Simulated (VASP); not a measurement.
# LaBe (Fm-3m) in VASP: further runs

One crystal, LaBe, is run at these levels: PBE; tasks: single point, relaxation of cell and atoms.

All numbers are computed with VASP 6.6.1; they aren't measurements. Logs are shortened: lines on timing, memory, paths and dates and some standing lists are left out, and cuts for length are marked.

### Step 1. The cell of the first run

The structure is cubic, space group Fm-3m (No. 225). Conventional cell: a = 5.485 Å, b = 5.485 Å, c = 5.485 Å, α = 90.00°, β = 90.00°, γ = 90.00°. La (site symmetry m-3m) has 6 Be at 2.74 Å as nearest neighbours. Be (site symmetry m-3m) is surrounded by 6 La at 2.74 Å.

The cell was built by a generator and needn't be a form met in nature.

### Step 2. Single point, PBE (random cell by space group and Wyckoff sites (Fm-3m, No. 225))

The input, INCAR:

```
SYSTEM = LaBe
ALGO = Normal
EDIFF = 1E-6
ENCUT = 520
GGA = PE
ISIF = 2
ISMEAR = 0
LASPH = .TRUE.
LCHARG = .FALSE.
LREAL = .FALSE.
LWAVE = .FALSE.
NBANDS = 14
NELM = 80
PREC = Accurate
SIGMA = 0.1
```

The input, KPOINTS:

```
k-points
0
G
  6 6 6
  0 0 0
```

The input, POSCAR:

```
LaBe
1.0
    0.0000000000      2.7426150900      2.7426150900
    2.7426150900      0.0000000000      2.7426150900
    2.7426150900      2.7426150900      0.0000000000
La Be
1 1
Direct
    0.5000000000      0.5000000000      0.5000000000
    0.0000000000      0.0000000000      0.0000000000
```

Potentials or basis: VASP PAW PBE potentials, release 64 (La, Be).

The run is started by

```sh
> cat potpaw_PBE.64/La/POTCAR potpaw_PBE.64/Be/POTCAR > POTCAR
> mpirun -np 1 vasp_std > vasp.out
```

OUTCAR:

```text
SYSTEM = LaBe
   EDIFF = 1E-6
   ENCUT = 520
   GGA = PE
   ISIF = 2
   ISMEAR = 0
   LASPH = .TRUE.
   LREAL = .FALSE.
   NELM = 80
   PREC = Accurate

 ion  position               nearest neighbor table
   1  0.500  0.500  0.500-   2 2.74   2 2.74   2 2.74   2 2.74   2 2.74   2 2.74
   2  0.000  0.000  0.000-   1 2.74   1 2.74   1 2.74   1 2.74   1 2.74   1 2.74

  LATTYP: Found a face centered cubic cell.
 ALAT       =     5.4852301800

  Lattice vectors:

 A1 = (   0.0000000000,   2.7426150900,   2.7426150900)
 A2 = (   2.7426150900,   0.0000000000,   2.7426150900)
 A3 = (   2.7426150900,   2.7426150900,   0.0000000000)

Analysis of symmetry for initial positions (statically):
=====================================================================
 Subroutine PRICEL returns:
 Original cell was already a primitive cell.

 Routine SETGRP: Setting up the symmetry group for a
 face centered cubic supercell.

 Subroutine GETGRP returns: Found 48 space group operations
 (whereof 48 operations were pure point group operations)
 out of a pool of 48 trial point group operations.

The static configuration has the point symmetry O_h .

Analysis of symmetry for dynamics (positions and initial velocities):
=====================================================================
 Subroutine PRICEL returns:
 Original cell was already a primitive cell.

 Routine SETGRP: Setting up the symmetry group for a
 face centered cubic supercell.

 Subroutine GETGRP returns: Found 48 space group operations
 (whereof 48 operations were pure point group operations)
 out of a pool of 48 trial point group operations.

The dynamic configuration has the point symmetry O_h .

 Subroutine INISYM returns: Found 48 space group operations
 (whereof 48 operations are pure point group operations),
 and found     1 'primitive' translations

----------------------------------------------------------------------------------------

                                     Primitive cell

  volume of cell :      41.2596

  direct lattice vectors                    reciprocal lattice vectors
     0.000000000  2.742615090  2.742615090    -0.182307755  0.182307755  0.182307755
     2.742615090  0.000000000  2.742615090     0.182307755 -0.182307755  0.182307755
     2.742615090  2.742615090  0.000000000     0.182307755  0.182307755 -0.182307755

  length of vectors
     3.878643457  3.878643457  3.878643457     0.315766294  0.315766294  0.315766294

  position of ions in fractional coordinates (direct lattice)
     0.500000000  0.500000000  0.500000000
     0.000000000  0.000000000  0.000000000

  ion indices of the primitive-cell ions
   primitive index   ion index
                 1           1
                 2           2

----------------------------------------------------------------------------------------

 KPOINTS: k-points

Automatic generation of k-mesh.
 Grid dimensions read from file:
 generate k-points for:    6    6    6

 Generating k-lattice:

  Cartesian coordinates                     Fractional coordinates (reciprocal lattice)
    -0.030384626  0.030384626  0.030384626     0.166666667  0.000000000  0.000000000
     0.030384626 -0.030384626  0.030384626     0.000000000  0.166666667  0.000000000
     0.030384626  0.030384626 -0.030384626     0.000000000  0.000000000  0.166666667

  Length of vectors
     0.052627716  0.052627716  0.052627716

  Shift w.r.t. Gamma in fractional coordinates (k-lattice)
     0.000000000  0.000000000  0.000000000

 Subroutine IBZKPT returns following result:
 ===========================================

 Found     16 irreducible k-points:

 Following reciprocal coordinates:
            Coordinates               Weight
  0.000000  0.000000  0.000000      1.000000
  0.166667  0.000000  0.000000      8.000000
  0.333333  0.000000  0.000000      8.000000
  0.500000  0.000000  0.000000      4.000000
  0.166667  0.166667  0.000000      6.000000
  0.333333  0.166667  0.000000     24.000000
[... 8 lines left out ...]
 -0.333333  0.333333  0.166667     24.000000
 -0.333333  0.500000  0.166667     12.000000
   k-points           NKPTS =     16   k-points in BZ     NKDIM =     16   number of bands    NBANDS=     14
   number of dos      NEDOS =    301   number of ions     NIONS =      2
   total plane-waves  NPLWV =  27000
   dimension x,y,z NGX =    30 NGY =   30 NGZ =   30
   dimension x,y,z NGXF=    60 NGYF=   60 NGZF=   60
   ions per type =               1   1
   NGX,Y,Z   is equivalent  to a cutoff of  12.86, 12.86, 12.86 a.u.
   NGXF,Y,Z  is equivalent  to a cutoff of  25.72, 25.72, 25.72 a.u.
 SYSTEM =  LaBe
   PREC   = accura    normal or accurate (medium, high low for compatibility)
   ISTART =      0    job   : 0-new  1-cont  2-samecut
   ICHARG =      2    charge: 1-file 2-atom 10-const
   ISPIN  =      1    spin polarized calculation?
   LNONCOLLINEAR =      F non collinear calculations
   LSORBIT =      F    spin-orbit coupling
   LASPH  =      T    aspherical Exc in radial PAW
   ENCUT  =  520.0 eV  38.22 Ry    6.18 a.u.   7.21  7.21  7.21*2*pi/ulx,y,z
   NELM   =     80;   NELMIN=  2; NELMDL= -5     # of ELM steps
   EDIFF  = 0.1E-05   stopping-criterion for ELM
   LREAL  =      F    real-space projection
   EDIFFG = 0.1E-04   stopping-criterion for IOM
   NSW    =      0    number of steps for IOM
   IBRION =     -1    ionic relax: 0-MD 1-quasi-New 2-CG
   NFREE  =      0    steps in history (QN), initial steepest desc. (CG)
   ISIF   =      2    stress and relaxation
   ISYM   =      2    0-nonsym 1-usesym 2-fastsym
   POTIM  = 0.5000    time-step for ionic-motion
   TEBEG  =    0.0;   TEEND  =   0.0 temperature during run
   PSTRESS=    0.0 pullay stress
   NELECT =      13.0000    total number of electrons
   NUPDOWN=      -1.0000    fix difference up-down
   EMIN   =  10.00;   EMAX   =-10.00  energy-range for DOS
   EFERMI =   0.00;   METHOD = LEGACY
   ISMEAR =     0;   SIGMA  =   0.10  broadening in eV -4-tet -1-fermi 0-gaus
   EFERMI_NEDOS =   21; number of points for ismear=-14 and -15
   IALGO  =     38    algorithm
   IMIX   =      4    mixing-type and parameters
     AMIX     =   0.40;   BMIX     =  1.00
     AMIX_MAG =   1.60;   BMIX_MAG =  1.00
  volume/ion in A,a.u.               =      20.63       139.22
  Fermi-wavevector in a.u.,A,eV,Ry     =   1.113989  2.105135 16.884457  1.240973
  Thomas-Fermi vector in A             =   2.250580
   LORBIT       =      0    0 simple, 1 ext, 2 COOP (PROOUT), +10 PAW based schemes
   GGA     = PE    functional components
   LHFCALC =     F    Hartree Fock is set to
   AEXX    =    0.0000 exact exchange contribution
   IVDW    =     0    specifies the selected vdW correction
   LEPSILON=     F    determine dielectric tensor
   LRPA    =     F    only Hartree local field effects (RPA)
 non-spin polarized calculation
 Gauss-broadening in eV      SIGMA  =   0.10
  energy-cutoff  :      520.00
  volume of cell :       41.26
 maximum number of plane-waves:      1139
 NGX is ok and might be reduce to    30
   NGX = 15   NGY = 15   NGZ = 15

 number of electron      13.0000001 magnetization

 Free energy of the ion-electron system (eV)
  ---------------------------------------------------
  ext. energy  EPLUGINS =         0.00000000
  ---------------------------------------------------
  free energy    TOTEN  =        -6.79303570 eV

  energy without entropy =       -6.77765276  energy(sigma->0) =       -6.78534423

 E-fermi :   8.0151     XC(G=0): -10.1583

 val. band max:        7.9879933472   @ k =   0.3333   0.1667   0.0000
 cond. band min:       8.0646829914   @ k =  -0.1667   0.1667   0.0000
 fundamental gap:      0.0766896442
 Fermi energy:         8.0150840735

 k-point     1 :       0.0000    0.0000    0.0000
  band No.  band energies     occupation
      1     -23.8339      2.00000
      2      -7.1436      2.00000
      3      -7.1436      2.00000
      4      -7.1436      2.00000
      5       3.1764      2.00000
      6       9.6532      0.00000
      7       9.6532      0.00000
      8       9.6532      0.00000
      9       9.6925      0.00000
     10       9.6925      0.00000
     11       9.6925      0.00000
     12      10.3675      0.00000
     13      11.4103      0.00000
     14      11.4160      0.00000

 k-point     2 :       0.1667    0.0000    0.0000
  band No.  band energies     occupation
      1     -23.7973      2.00000
      2      -7.4897      2.00000
      3      -7.1754      2.00000
      4      -7.1754      2.00000
      5       3.8343      2.00000
      6       8.4310      0.00000
      7       8.8002      0.00000
      8       8.8002      0.00000
      9       9.9060      0.00000
     10      10.1190      0.00000
     11      10.1190      0.00000
     12      10.9582      0.00000
     13      11.2493      0.00000
     14      11.2493      0.00000

 k-point     3 :       0.3333    0.0000    0.0000
  band No.  band energies     occupation
      1     -23.7228      2.00000
      2      -8.1077      2.00000
      3      -7.2376      2.00000
      4      -7.2376      2.00000
      5       4.9925      2.00000
      6       7.5904      2.00000
      7       7.7858      1.99882
      8       7.7858      1.99882
      9      10.1044      0.00000
     10      10.6475      0.00000
     11      10.6475      0.00000
     12      11.2411      0.00000
     13      11.2411      0.00000
     14      11.3045      0.00000
[... 188 lines left out ...]
 k-point    15 :      -0.3333    0.3333    0.1667
  band No.  band energies     occupation
      1     -23.6467      2.00000
      2      -8.1122      2.00000
      3      -7.7918      2.00000
      4      -7.4695      2.00000
      5       5.4803      2.00000
      6       6.9036      2.00000
      7       8.3279      0.00001
      8       8.3375      0.00001
      9      10.4483      0.00000
     10      10.5074      0.00000
     11      10.9737      0.00000
     12      11.1216      0.00000
     13      11.2232      0.00000
     14      11.2920      0.00000

 k-point    16 :      -0.3333    0.5000    0.1667
  band No.  band energies     occupation
      1     -23.6338      2.00000
      2      -8.1211      2.00000
      3      -7.7744      2.00000
      4      -7.6009      2.00000
      5       4.8326      2.00000
      6       7.5939      2.00000
      7       8.3314      0.00001
      8       8.8077      0.00000
      9      10.2521      0.00000
     10      10.7963      0.00000
     11      11.0808      0.00000
     12      11.1095      0.00000
     13      11.1873      0.00000
     14      11.2769      0.00000

------------------------ aborting loop because EDIFF is reached ----------------------------------------

  FORCE on cell =-STRESS in cart. coord.  units (eV):
  Direction    XX          YY          ZZ          XY          YZ          ZX
  --------------------------------------------------------------------------------------
  -------------------------------------------------------------------------------------
  Total        3.5639009      3.5639009      3.5639009     -0.0000000     -0.0000000      0.0000000
  in kB      138.3922028    138.3922028    138.3922028     -0.0000000     -0.0000000      0.0000000
  external PRESSURE =     138.3922028 kB  Pullay stress =       0.0000000 kB

 VOLUME and BASIS-vectors are now :
 -----------------------------------------------------------------------------
  energy-cutoff  :      520.00
  volume of cell :       41.26
      direct lattice vectors                 reciprocal lattice vectors
     0.000000000  2.742615090  2.742615090    -0.182307755  0.182307755  0.182307755
     2.742615090  0.000000000  2.742615090     0.182307755 -0.182307755  0.182307755
     2.742615090  2.742615090  0.000000000     0.182307755  0.182307755 -0.182307755

 POSITION                                       TOTAL-FORCE (eV/Angst)
 -----------------------------------------------------------------------------------
      2.74262      2.74262      2.74262         0.000000      0.000000     -0.000000
      0.00000      0.00000      0.00000        -0.000000     -0.000000      0.000000
 -----------------------------------------------------------------------------------
    total drift:                               -0.000000     -0.000000      0.000000

  FREE ENERGIE OF THE ION-ELECTRON SYSTEM (eV)
  ---------------------------------------------------
  free  energy   TOTEN  =        -6.7930357014 eV

  energy  without entropy=       -6.7776527637  energy(sigma->0) =       -6.78534423
```

It took 18 s on 1 thread of Intel Xeon Platinum 8488C (Sapphire Rapids), shared host; peak memory 0.18 GiB.

What came out:

```yaml
Free_energy: -6.7930 eV
Pressure: 13.8 GPa
Band_gap_on_the_k_mesh: none (metal or under the smearing width)
```

Levels at points of the mesh, in eV from the Fermi level:
| k point | band 2 | band 3 | band 4 | band 5 | band 6 | band 7 | band 8 | band 9 | band 10 | band 11 |
| --- | --- | --- | --- | --- | --- | --- | --- | --- | --- | --- |
| (0.00, 0.00, 0.00) | -15.16 | -15.16 | -15.16 | -4.84 | 1.64 | 1.64 | 1.64 | 1.68 | 1.68 | 1.68 |
| (0.50, 0.00, 0.00) | -16.40 | -15.28 | -15.28 | -2.66 | -0.61 | -0.61 | -0.50 | 2.43 | 2.77 | 2.77 |
| (0.50, 0.50, 0.00) | -16.30 | -15.60 | -15.60 | -3.86 | -0.97 | 1.53 | 1.87 | 1.87 | 2.91 | 3.12 |

Spin-orbit coupling is left out, which matters for the levels of La.

### Step 3. Single point, PBE (random cell by space group and Wyckoff sites (Fm-3m, No. 225))

The input, INCAR:

```
PREC = Accurate
ENCUT = 520
EDIFF = 1E-6
ISMEAR = 0
SIGMA = 0.1
LREAL = F
LASPH = T
NELM = 80
ALGO = Normal
ISIF = 2
LWAVE = F
LCHARG = F
GGA = PE
NBANDS = 14
```

The input, KPOINTS:

```
regular mesh
0
Gamma
  6 6 6
```

The input, POSCAR:

```
LaBe
1.0
    0.0000000000      3.0268581519      3.0268581519
    3.0268581519      0.0000000000      3.0268581519
    3.0268581519      3.0268581519      0.0000000000
La Be
1 1
Direct
    0.5000000000      0.5000000000      0.5000000000
    0.0000000000      0.0000000000      0.0000000000
```

Potentials or basis: VASP PAW PBE potentials, release 64 (La, Be).

The run is started by

```sh
> cat potpaw_PBE.64/La/POTCAR potpaw_PBE.64/Be/POTCAR > POTCAR
> mpirun -np 1 vasp_std > vasp.out
```

Wall time 20 s (1 thread of Intel Xeon Platinum 8488C (Sapphire Rapids), shared host); peak memory 0.18 GiB.

Results (log left out):

```
Free energy            : -7.3127 eV
Pressure               : 0.2 GPa
Band gap on the k mesh : none (metal or under the smearing width)
```

Levels at points of the mesh, in eV from the Fermi level:
```
           k point  band 3  band 4  band 5  band 6  band 7  band 8  band 9  band 10
(0.00, 0.00, 0.00)  -16.03  -16.03   -4.67    1.38    1.38    1.38    1.55     1.55
(0.50, 0.00, 0.00)  -16.08  -16.08   -2.16   -1.59   -0.24   -0.24    1.81     2.01
(0.50, 0.50, 0.00)  -16.20  -16.20   -3.33   -0.33    0.43    1.34    1.34     2.08
```

### Step 4. Relaxation of cell and atoms, PBE (random cell by space group and Wyckoff sites (Fm-3m, No. 225))

The input, INCAR:

```
  ALGO = Fast
  EDIFF = 1E-6
  EDIFFG = -0.04
  ENCUT = 600
  GGA = PE
  IBRION = 2
  ISIF = 3
  ISMEAR = 0
  LASPH = True
  LCHARG = False
  LREAL = False
  LWAVE = False
  NELM = 60
  NSW = 90
  PREC = Accurate
  SIGMA = 0.1
```

The input, KPOINTS:

```
k-points
0
Gamma
  6 6 6
```

The input, POSCAR:

```
LaBe
1.0
    0.0000000000      2.7426150900      2.7426150900
    2.7426150900      0.0000000000      2.7426150900
    2.7426150900      2.7426150900      0.0000000000
La Be
1 1
Direct
    0.5000000000      0.5000000000      0.5000000000
    0.0000000000      0.0000000000      0.0000000000
```

The run is started by

```sh
> cat potpaw_PBE.64/La/POTCAR potpaw_PBE.64/Be/POTCAR > POTCAR
> mpirun -np 1 vasp_std > vasp.out
```

Wall time 22 min (1 thread of Intel Xeon Platinum 8488C (Sapphire Rapids), shared host); peak memory 0.23 GiB.

The run converged. Its results:

```
Free energy                            : -7.3119 eV
Relaxed volume                         : 28.18 Å³/atom
Relaxed cell                           : a = 4.304 Å, b = 4.304 Å, c = 4.304 Å, α = 60.00°, β = 60.00°, γ = 60.00°
Space group after relaxing (to 0.05 Å) : Fm-3m (No. 225)
Energy gained by relaxing              : 259.0 meV/atom
Ionic steps                            : 34
Pressure after relaxing                : -0.2 GPa
Band gap on the k mesh                 : none (metal or under the smearing width)
```

Step by step:
```
step  energy change (eV)  largest force (eV/Å)  pressure (GPa)  volume (Å³)
   1              0.0000                0.0000           13.86        41.26
   2             39.3601                0.0000           35.99        52.86
   3             40.7524                0.0000           41.28       100.26
   4             48.8801                0.0000           -3.38       265.95
   5              7.7230                0.0000            3.82       228.32
   6             70.8836                0.0000            1.12       246.37
   7             10.3807                0.0000            2.05       253.06
   8             38.4686                0.0000          -11.24       429.62
   9              5.8042                0.0000           14.88       267.53
  10             55.8414                0.0000          -10.43       334.49
  11              8.2768                0.0000            7.72       301.98
  12             12.8156                0.0000           -3.48       314.74
  13              6.2902                0.0000           -2.30       310.62
  14              6.2001                0.0000           -0.26       304.81
  15              6.1832                0.0000           -1.36       303.71
  16              4.4634                0.0000           -3.40       188.49
  17              5.9043                0.0000          113.89        21.24
  18             75.0242                0.0000           31.96       133.65
  19              4.8187                0.0000           -6.19       180.62
  20              3.5446                0.0000            0.74       155.96
  21              4.0806                0.0000           -3.82       158.30
  22              1.8134                0.0000           -8.82       112.72
  23              1.9020                0.0000           45.03        29.61
  24             67.1792                0.0000           -6.69        68.36
  25             -0.3309                0.0000            6.62        47.35
  26             17.3649                0.0000           14.26        55.27
  27             -0.4172                0.0000           -3.57        63.34
  28             -0.4866                0.0000           -2.01        59.70
  29             -0.5140                0.0000           -0.92        57.46
  30             -0.5149                0.0000           -0.77        57.27
  31             -0.5169                0.0000           -0.52        56.81
  32             -0.5170                0.0000           -0.47        56.76
  33             -0.5174                0.0000           -0.30        56.63
  34             -0.5180                0.0000           -0.22        56.36
```

Final structure:
```yaml
crystal:
  lattice:
    - [0.00000, 3.04311, 3.04311]
    - [3.04311, 0.00000, 3.04311]
    - [3.04311, 3.04311, 0.00000]
  atoms:
    - { symbol: La, position: [0.50000, 0.50000, 0.50000] }
    - { symbol: Be, position: [0.00000, 0.00000, 0.00000] }
```

Levels at points of the mesh, in eV from the Fermi level:
```
           k point  band 3  band 4  band 5  band 6  band 7  band 8  band 9  band 10
(0.00, 0.00, 0.00)  -16.08  -16.08   -4.64    1.36    1.36    1.36    1.54     1.54
(0.50, 0.00, 0.00)  -16.13  -16.13   -2.13   -1.63   -0.22   -0.22    1.78     1.96
(0.50, 0.50, 0.00)  -16.24  -16.24   -3.30   -0.31    0.39    1.32    1.32     2.03
```

Caveat: the volume moved by over 15 % at a fixed basis, so the end points are rough. Spin-orbit coupling is left out, which matters for the levels of La.
